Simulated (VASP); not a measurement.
# CaSc (Fm-3m) in VASP: a series of runs

One crystal, CaSc, is run at these levels: PBE; tasks: relaxation of cell and atoms, single point.

Everything below comes from runs of VASP 6.6.1. Logs are shortened: lines on timing, memory, paths and dates and some standing lists are left out, and cuts for length are marked.

## (1) The cell of the first run

The structure is cubic, space group Fm-3m (No. 225). Conventional cell: a = 5.462 Å, b = 5.462 Å, c = 5.462 Å, α = 90.00°, β = 90.00°, γ = 90.00°. Ca (site symmetry m-3m) is surrounded by 6 Sc at 2.73 Å. Sc (site symmetry m-3m) is surrounded by 6 Ca at 2.73 Å.

The cell was built by a generator and needn't be a form met in nature.

## (2) Relaxation of cell and atoms, PBE (random cell by space group and Wyckoff sites (Fm-3m, No. 225))

The input, INCAR:

```
SYSTEM = CaSc
ALGO = Normal
EDIFF = 1E-6
EDIFFG = -0.04
ENCUT = 600
GGA = PE
IBRION = 2
ISIF = 3
ISMEAR = 0
LASPH = .TRUE.
LCHARG = .FALSE.
LREAL = .FALSE.
LWAVE = .FALSE.
NELM = 60
NSW = 90
PREC = Accurate
SIGMA = 0.1
```

The input, KPOINTS:

```
k-points
0
G
  6 6 6
  0 0 0
```

The input, POSCAR:

```
CaSc
1.0
    0.0000000000      2.7309314100      2.7309314100
    2.7309314100      0.0000000000      2.7309314100
    2.7309314100      2.7309314100      0.0000000000
Ca Sc
1 1
Direct
    0.5000000000      0.5000000000      0.5000000000
    0.0000000000      0.0000000000      0.0000000000
```

Potentials or basis: VASP PAW PBE potentials, release 64 (Ca_sv, Sc_sv).

Started as:

```sh
cat potpaw_PBE.64/Ca_sv/POTCAR potpaw_PBE.64/Sc_sv/POTCAR > POTCAR
mpirun -np 1 vasp_std > vasp.out
```

OUTCAR:

```text
SYSTEM = CaSc
   EDIFF = 1E-6
   EDIFFG = -0.04
   ENCUT = 600
   GGA = PE
   IBRION = 2
   ISIF = 3
   ISMEAR = 0
   LASPH = .TRUE.
   LREAL = .FALSE.
   NELM = 60
   NSW = 90
   PREC = Accurate

 ion  position               nearest neighbor table
   1  0.500  0.500  0.500-   2 2.73   2 2.73   2 2.73   2 2.73   2 2.73   2 2.73
   2  0.000  0.000  0.000-   1 2.73   1 2.73   1 2.73   1 2.73   1 2.73   1 2.73

  LATTYP: Found a face centered cubic cell.
 ALAT       =     5.4618628200

  Lattice vectors:

 A1 = (   0.0000000000,   2.7309314100,   2.7309314100)
 A2 = (   2.7309314100,   0.0000000000,   2.7309314100)
 A3 = (   2.7309314100,   2.7309314100,   0.0000000000)

Analysis of symmetry for initial positions (statically):
=====================================================================
 Subroutine PRICEL returns:
 Original cell was already a primitive cell.

 Routine SETGRP: Setting up the symmetry group for a
 face centered cubic supercell.

 Subroutine GETGRP returns: Found 48 space group operations
 (whereof 48 operations were pure point group operations)
 out of a pool of 48 trial point group operations.

The static configuration has the point symmetry O_h .

Analysis of symmetry for dynamics (positions and initial velocities):
=====================================================================
 Subroutine PRICEL returns:
 Original cell was already a primitive cell.

 Routine SETGRP: Setting up the symmetry group for a
 face centered cubic supercell.

 Subroutine GETGRP returns: Found 48 space group operations
 (whereof 48 operations were pure point group operations)
 out of a pool of 48 trial point group operations.

The dynamic configuration has the point symmetry O_h .

 Subroutine INISYM returns: Found 48 space group operations
 (whereof 48 operations are pure point group operations),
 and found     1 'primitive' translations

----------------------------------------------------------------------------------------

                                     Primitive cell

  volume of cell :      40.7345

  direct lattice vectors                    reciprocal lattice vectors
     0.000000000  2.730931410  2.730931410    -0.183087718  0.183087718  0.183087718
     2.730931410  0.000000000  2.730931410     0.183087718 -0.183087718  0.183087718
     2.730931410  2.730931410  0.000000000     0.183087718  0.183087718 -0.183087718

  length of vectors
     3.862120238  3.862120238  3.862120238     0.317117230  0.317117230  0.317117230

  position of ions in fractional coordinates (direct lattice)
     0.500000000  0.500000000  0.500000000
     0.000000000  0.000000000  0.000000000

  ion indices of the primitive-cell ions
   primitive index   ion index
[... 64 lines left out ...]
   NELM   =     60;   NELMIN=  2; NELMDL= -5     # of ELM steps
   EDIFF  = 0.1E-05   stopping-criterion for ELM
   LREAL  =      F    real-space projection
   EDIFFG = -.4E-01   stopping-criterion for IOM
   NSW    =     90    number of steps for IOM
   IBRION =      2    ionic relax: 0-MD 1-quasi-New 2-CG
   NFREE  =      1    steps in history (QN), initial steepest desc. (CG)
   ISIF   =      3    stress and relaxation
   ISYM   =      2    0-nonsym 1-usesym 2-fastsym
   POTIM  = 0.5000    time-step for ionic-motion
   TEBEG  =    0.0;   TEEND  =   0.0 temperature during run
   PSTRESS=    0.0 pullay stress
   NELECT =      21.0000    total number of electrons
   NUPDOWN=      -1.0000    fix difference up-down
   EMIN   =  10.00;   EMAX   =-10.00  energy-range for DOS
   EFERMI =   0.00;   METHOD = LEGACY
   ISMEAR =     0;   SIGMA  =   0.10  broadening in eV -4-tet -1-fermi 0-gaus
   EFERMI_NEDOS =   21; number of points for ismear=-14 and -15
   IALGO  =     38    algorithm
   IMIX   =      4    mixing-type and parameters
     AMIX     =   0.40;   BMIX     =  1.00
     AMIX_MAG =   1.60;   BMIX_MAG =  1.00
  volume/ion in A,a.u.               =      20.37       137.44
  Fermi-wavevector in a.u.,A,eV,Ry     =   1.312685  2.480615 23.444763  1.723142
  Thomas-Fermi vector in A             =   2.443060
   LORBIT       =      0    0 simple, 1 ext, 2 COOP (PROOUT), +10 PAW based schemes
   GGA     = PE    functional components
   LHFCALC =     F    Hartree Fock is set to
   AEXX    =    0.0000 exact exchange contribution
   IVDW    =     0    specifies the selected vdW correction
   LEPSILON=     F    determine dielectric tensor
   LRPA    =     F    only Hartree local field effects (RPA)
 conjugate gradient relaxation of ions
 non-spin polarized calculation
 Gauss-broadening in eV      SIGMA  =   0.10
  energy-cutoff  :      600.00
  volume of cell :       40.73
 maximum number of plane-waves:      1380
   NGX = 15   NGY = 15   NGZ = 15

--------------------------------------- Ionic step        1  -------------------------------------------

 number of electron      21.0000001 magnetization

 Free energy of the ion-electron system (eV)
  ---------------------------------------------------
  ext. energy  EPLUGINS =         0.00000000
  ---------------------------------------------------
  free energy    TOTEN  =        -5.30248151 eV

  energy without entropy =       -5.28723592  energy(sigma->0) =       -5.29485871

 E-fermi :   5.5454     XC(G=0): -10.4818

 val. band max:        5.4936035953   @ k =   0.1667   0.1667   0.0000
 cond. band min:       5.5676265177   @ k =   0.3333   0.3333   0.0000
 fundamental gap:      0.0740229223
 Fermi energy:         5.5454242863

 k-point     1 :       0.0000    0.0000    0.0000
  band No.  band energies     occupation
      1     -44.1514      2.00000
      2     -35.1112      2.00000
      3     -22.8742      2.00000
      4     -22.8742      2.00000
      5     -22.8742      2.00000
      6     -16.1779      2.00000
      7     -16.1779      2.00000
      8     -16.1779      2.00000
      9       0.4194      2.00000
     10       4.6466      2.00000
     11       4.6466      2.00000
     12       4.6466      2.00000
     13       4.9375      2.00000
     14       4.9375      2.00000
[... 360 lines left out ...]
--------------------------------------- Ionic step        4  -------------------------------------------

 number of electron      21.0000000 magnetization

 Free energy of the ion-electron system (eV)
  ---------------------------------------------------
  ext. energy  EPLUGINS =         0.00000000
  ---------------------------------------------------
  free energy    TOTEN  =        -6.54360407 eV

  energy without entropy =       -6.52238072  energy(sigma->0) =       -6.53299239

 E-fermi :   2.5517     XC(G=0):  -8.5388

 val. band max:        2.4888044310   @ k =   0.0000   0.0000   0.0000
 cond. band min:       2.5821940981   @ k =   0.1667   0.0000   0.0000
 fundamental gap:      0.0933896671
 Fermi energy:         2.5516808943

 k-point     1 :       0.0000    0.0000    0.0000
  band No.  band energies     occupation
      1     -47.9612      2.00000
      2     -38.8682      2.00000
      3     -26.5913      2.00000
      4     -26.5913      2.00000
      5     -26.5913      2.00000
      6     -19.8897      2.00000
      7     -19.8897      2.00000
      8     -19.8897      2.00000
      9      -1.8781      2.00000
     10       2.4343      1.90309
     11       2.4343      1.90309
     12       2.4343      1.90309
     13       2.4888      1.62611
     14       2.4888      1.62611
[... 282 lines left out ...]
  FREE ENERGIE OF THE ION-ELECTRON SYSTEM (eV)
  ---------------------------------------------------
  free  energy   TOTEN  =        -6.5436040694 eV

  energy  without entropy=       -6.5223807159  energy(sigma->0) =       -6.53299239

 reached required accuracy - stopping structural energy minimisation
```

OSZICAR:

```text
N       E                     dE             d eps       ncg     rms          rms(c)
DAV:   1     0.241902232544E+03    0.24190E+03   -0.10993E+04   448   0.172E+03
DAV:   2     0.822360872254E+01   -0.23368E+03   -0.23099E+03   494   0.536E+02
DAV:   3    -0.574350711483E+01   -0.13967E+02   -0.13742E+02   808   0.121E+02
[... 45 lines left out ...]
DAV:   5    -0.654257905298E+01   -0.30315E-03   -0.42725E-03   522   0.534E-01    0.171E-01
DAV:   6    -0.654360358746E+01   -0.10245E-02   -0.24010E-03   638   0.371E-01    0.423E-02
DAV:   7    -0.654360677627E+01   -0.31888E-05   -0.59257E-04   890   0.173E-01    0.238E-02
DAV:   8    -0.654360388512E+01    0.28911E-05   -0.50349E-05   532   0.589E-02    0.835E-03
DAV:   9    -0.654360406939E+01   -0.18426E-06   -0.55434E-06   590   0.245E-02
   4 F= -.65436041E+01 E0= -.65329924E+01  d E =-.124112E+01
```

Run time: 39 s. Hardware: 1 thread of Intel Xeon Platinum 8375C at 2.90GHz (Ice Lake), shared host; peak memory 0.18 GiB.

Results:

| Quantity | Value |
| --- | --- |
| Free energy | -6.5436 eV |
| Relaxed volume | 33.71 Å³/atom |
| Relaxed cell | a = 4.568 Å, b = 4.568 Å, c = 4.568 Å, α = 60.00°, β = 60.00°, γ = 60.00° |
| Space group after relaxing (to 0.05 Å) | Fm-3m (No. 225) |
| Energy gained by relaxing | 620.6 meV/atom |
| Ionic steps | 4 |
| Pressure after relaxing | 0.1 GPa |

The path:
```
step  energy change (eV)  largest force (eV/Å)  pressure (GPa)  volume (Å³)
   1              0.0000                0.0000           20.01        40.73
   2             -1.1282                0.0000            4.03        57.65
   3             -1.2368                0.0000            0.66        65.51
   4             -1.2411                0.0000            0.06        67.42
```

Final structure:
```cif
data_structure
_symmetry_space_group_name_H-M 'P 1'
_symmetry_Int_Tables_number 1
_cell_length_a 4.5685
_cell_length_b 4.5685
_cell_length_c 4.5685
_cell_angle_alpha 60.000
_cell_angle_beta 60.000
_cell_angle_gamma 60.000
_cell_volume 67.42
loop_
_atom_site_label
_atom_site_type_symbol
_atom_site_fract_x
_atom_site_fract_y
_atom_site_fract_z
_atom_site_occupancy
Ca1 Ca 0.50000 0.50000 0.50000 1
Sc1 Sc 0.00000 0.00000 0.00000 1
```

Levels at points of the mesh, in eV from the Fermi level:
| k point | band 6 | band 7 | band 8 | band 9 | band 10 | band 11 | band 12 | band 13 | band 14 |
| --- | --- | --- | --- | --- | --- | --- | --- | --- | --- |
| (0.00, 0.00, 0.00) | -22.44 | -22.44 | -22.44 | -4.43 | -0.12 | -0.12 | -0.12 | -0.06 | -0.06 |
| (0.50, 0.00, 0.00) | -22.47 | -22.45 | -22.45 | -1.88 | -1.63 | 0.46 | 0.46 | 1.26 | 1.26 |
| (0.50, 0.50, 0.00) | -22.46 | -22.45 | -22.45 | -1.50 | -1.13 | -0.54 | 0.35 | 0.40 | 1.41 |

Caveat: the volume moved by over 15 % at a fixed basis, so the end points are rough; the bands computed are all filled at some k points, so no gap is given.

## (3) Single point, PBE (random cell by space group and Wyckoff sites (Fm-3m, No. 225))

The input, INCAR:

```
SYSTEM = CaSc
PREC     = Accurate       ! precision mode
ENCUT    = 520            ! plane-wave cutoff, eV
EDIFF    = 1E-6           ! SCF threshold, eV
ISMEAR   = 0              ! smearing method
SIGMA    = 0.1            ! smearing width, eV
LREAL    = .False.        ! projectors in reciprocal space
LASPH    = .True.         ! aspherical terms in the spheres
NELM     = 80             ! most SCF steps
ALGO     = Fast           ! electronic algorithm
ISIF     = 2              ! what is computed and relaxed
LWAVE    = .False.        ! write WAVECAR
LCHARG   = .True.         ! write CHGCAR
GGA      = PE             ! functional
LELF     = .True.         ! ELF
LVHAR    = .True.       
NBANDS   = 18             ! bands
```

The input, KPOINTS:

```
Automatic mesh
0
Gamma
  6 6 6
  0 0 0
```

POSCAR is that of step 2.

Potentials or basis: VASP PAW PBE potentials, release 64 (Ca_sv, Sc_sv).

Started as:

```sh
cat potpaw_PBE.64/Ca_sv/POTCAR potpaw_PBE.64/Sc_sv/POTCAR > POTCAR
mpirun -np 1 vasp_std > vasp.out
```

Wall time 29 s (1 thread of Intel Xeon Platinum 8375C at 2.90GHz (Ice Lake), shared host); peak memory 0.17 GiB.

It converged, with:

```yaml
Free_energy: -5.3017 eV
Pressure: 20.0 GPa
Band_gap_on_the_k_mesh: none (metal or under the smearing width)
```

Levels at points of the mesh, in eV from the Fermi level:
| k point | band 6 | band 7 | band 8 | band 9 | band 10 | band 11 | band 12 | band 13 | band 14 | band 15 |
| --- | --- | --- | --- | --- | --- | --- | --- | --- | --- | --- |
| (0.00, 0.00, 0.00) | -21.72 | -21.72 | -21.72 | -5.13 | -0.90 | -0.90 | -0.90 | -0.61 | -0.61 | 5.86 |
| (0.50, 0.00, 0.00) | -21.98 | -21.82 | -21.82 | -1.86 | -1.77 | 0.88 | 0.88 | 2.13 | 2.13 | 2.14 |
| (0.50, 0.50, 0.00) | -21.83 | -21.76 | -21.76 | -2.69 | -1.20 | 0.14 | 0.26 | 0.83 | 2.31 | 2.31 |

Caveat: so large a pressure means that the cell lies far from this level's equilibrium, or that cutoff or potentials fall short.
